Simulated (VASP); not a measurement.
Method: PBEsol GGA, VASP's PBE PAW potentials (set 64) (plane waves; VASP 6.6.1).

The input files of a VASP run:

### POSCAR
```
GeF2
1
    0.0000000000     2.7513952947     2.7513952947
    2.7241537571     0.0000000000     2.7513952947
    2.7241537571     2.7513952947     0.0000000000
Ge F
1 2
Direct
  0.0000000000   0.0000000000   0.0000000000
  0.2500000000   0.2500000000   0.2500000000
  0.7500000000   0.7500000000   0.7500000000
```

### KPOINTS
```
Automatic mesh
0
gamma
6 6 6
```

**INCAR**
```
# general
SYSTEM  = GeF2
PREC    = Accurate
ENCUT   = 600   # plane-wave cut-off (eV)
LREAL   = .False.   # projection in real space or not
LASPH   = .True.   # aspherical one-centre terms

# electronic loop
EDIFF   = 1E-7
NELM    = 100
ALGO    = Normal   # blocked Davidson
LMAXMIX = 4   # l cut-off of mixed one-centre charges

# smearing
ISMEAR  = 0   # Gaussian
SIGMA   = 0.05   # width (eV)

# functional
GGA     = PS

# ions
IBRION  = 2   # conjugate gradients
NSW     = 30
ISIF    = 2   # forces and stress, cell fixed
EDIFFG  = -0.01   # ionic stop

# output
LWAVE   = .False.
LCHARG  = .False.
```

POTCAR, in this order: Ge_d F (PBE.64 set). Program: vasp_std.

Output of the run:

OSZICAR:
```
       N       E                     dE             d eps       ncg     rms          rms(c)
DAV:   1     0.271585102812E+03    0.27159E+03   -0.16674E+04  1236   0.387E+03
DAV:   2     0.166514740338E+02   -0.25493E+03   -0.24311E+03  1248   0.707E+02
DAV:   3    -0.148091315968E+02   -0.31461E+02   -0.30749E+02  1212   0.173E+02
DAV:   4    -0.159077399323E+02   -0.10986E+01   -0.10955E+01  1154   0.336E+01
DAV:   5    -0.159277843741E+02   -0.20044E-01   -0.20043E-01  1184   0.510E+00    0.669E+00
DAV:   6    -0.145962278750E+02    0.13316E+01   -0.71915E+00  1448   0.318E+01    0.251E+00
DAV:   7    -0.145751438173E+02    0.21084E-01   -0.30868E-01  1086   0.409E+00    0.132E+00
DAV:   8    -0.145663548879E+02    0.87889E-02   -0.69829E-02  1266   0.322E+00    0.332E-01
DAV:   9    -0.145654413571E+02    0.91353E-03   -0.11333E-02  1386   0.107E+00    0.889E-02
DAV:  10    -0.145660756122E+02   -0.63426E-03   -0.10293E-03  1094   0.518E-01    0.278E-02
DAV:  11    -0.145660674394E+02    0.81728E-05   -0.75679E-05  1234   0.153E-01    0.755E-03
DAV:  12    -0.145660754344E+02   -0.79950E-05   -0.16860E-05  1110   0.529E-02    0.289E-03
DAV:  13    -0.145660754182E+02    0.16154E-07   -0.18081E-06  1228   0.329E-02    0.468E-04
DAV:  14    -0.145660754620E+02   -0.43726E-07   -0.14056E-07  1020   0.539E-03
   1 F= -.14566075E+02 E0= -.14566075E+02  d E =-.145661E+02
```

### OUTCAR
```
------------------------ aborting loop because EDIFF is reached ----------------------------------------
  FORCE on cell =-STRESS in cart. coord.  units (eV):
  Direction    XX          YY          ZZ          XY          YZ          ZX
  --------------------------------------------------------------------------------------
  Total       -0.3143335     -0.5372650     -0.5372650     -0.0000000      0.0000000     -0.0000000
  in kB      -12.2105062    -20.8704362    -20.8704362     -0.0000000      0.0000000     -0.0000000
  external PRESSURE =     -17.9837929 kB  Pullay stress =       0.0000000 kB
  volume of cell :       41.24
      direct lattice vectors                 reciprocal lattice vectors
     0.000000000  2.751395295  2.751395295    -0.183543237  0.181725978  0.181725978
     2.724153757  0.000000000  2.751395295     0.183543237 -0.181725978  0.181725978
     2.724153757  2.751395295  0.000000000     0.183543237  0.181725978 -0.181725978
 POSITION                                       TOTAL-FORCE (eV/Angst)
 -----------------------------------------------------------------------------------
      0.00000      0.00000      0.00000        -0.000000     -0.000000     -0.000000
      1.36208      1.37570      1.37570         0.000000      0.000000     -0.000000
      4.08623      4.12709      4.12709         0.000000     -0.000000      0.000000
 -----------------------------------------------------------------------------------
    total drift:                                0.000000     -0.000000      0.000000
  FREE ENERGIE OF THE ION-ELECTRON SYSTEM (eV)
  ---------------------------------------------------
  free  energy   TOTEN  =       -14.5660754620 eV

  energy  without entropy=      -14.5660754620  energy(sigma->0) =      -14.56607546

 reached required accuracy - stopping structural energy minimisation
```
(Selected blocks of OUTCAR.)

The structure was generated: GeF2 was put into the fluorite type (Fm-3m), which need not be its known phase. This cell was strained or had an atom moved on purpose.
